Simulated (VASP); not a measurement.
Input:

```
Ru3C
1.0
    0.00000     3.14980     3.14980
    3.14980     0.00000     3.14980
    3.14980     3.14980     0.00000
C Ru
1 3
Direct
  0.00000   0.00000   0.00000
  0.50000   0.50000   0.50000
  0.25000   0.25000   0.25000
  0.75000   0.75000   0.75000
```

Method: PBE GGA, VASP's PBE PAW potentials (set 64) (plane waves; VASP 6.6.1). Numerical set-up: 520 eV cut-off, 6×6×6 Γ-centred mesh, Gaussian smearing of 0.050 eV, potentials C Ru_pv.

Problem. Give the stress tensor in GPa (positive for a compressed cell).

Solution. 
```
-36.10    0.00    0.00
  0.00  -36.10    0.00
  0.00    0.00  -36.10
```
The pressure is its mean diagonal, -36.10 GPa.

The structure was generated: Ru3C was put into the D03 type (Fm-3m), which need not be its known phase. The cell was not relaxed at this level.
